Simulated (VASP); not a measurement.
```xyz
8
Lattice="5.6594 0.0000 0.0000 0.0000 5.6594 0.0000 0.0000 0.0000 5.6594" Properties=species:S:1:pos:R:3 pbc="T T T"
Zn     0.0369     5.6226     5.6226
Zn     2.7928     2.8666     5.6226
Zn     2.7928     5.6226     2.8666
Zn     0.0369     2.8666     2.8666
Se     1.4149     1.4149     1.4149
Se     4.2446     4.2446     1.4149
Se     4.2446     1.4149     4.2446
S      1.4149     4.2446     4.2446
```

All values below come from PBE GGA, VASP's PBE PAW potentials (set 64) (plane waves; VASP 6.6.1). Settings: 400 eV cut-off, Gaussian smearing of 0.050 eV, potentials Zn Se S.

### Question
Give the energies of bands 28 to 41 at the high-symmetry points, in eV from the valence-band maximum.

### Answer

| band | Γ | X | M | R |
|---|---|---|---|---|
| 28 | -2.23 | -2.79 | -3.92 | -4.89 |
| 29 | -2.23 | -2.67 | -2.62 | -1.13 |
| 30 | -2.23 | -2.67 | -2.43 | -1.13 |
| 31 | -2.00 | -2.51 | -2.43 | -1.13 |
| 32 | -2.00 | -2.47 | -2.27 | -0.72 |
| 33 | -2.00 | -1.35 | -1.06 | -0.72 |
| 34 | 0.00 | -1.35 | -1.06 | -0.72 |
| 35 | 0.00 | -1.03 | -0.77 | -0.61 |
| 36 | 0.00 | -1.03 | -0.64 | -0.61 |
| 37 | 1.32 | 3.82 | 4.07 | 2.47 |
| 38 | 3.02 | 4.00 | 4.09 | 2.70 |
| 39 | 3.02 | 4.14 | 4.30 | 2.70 |
| 40 | 3.37 | 4.16 | 4.30 | 2.70 |
| 41 | 3.58 | 5.48 | 6.23 | 6.30 |

The gap is direct, 1.32 eV, from the valence maximum at Γ to the conduction minimum at Γ.

The structure was generated: Zn4SSe3 was put into an ordered model structure (P-43m), which need not be its known phase. It was relaxed first.
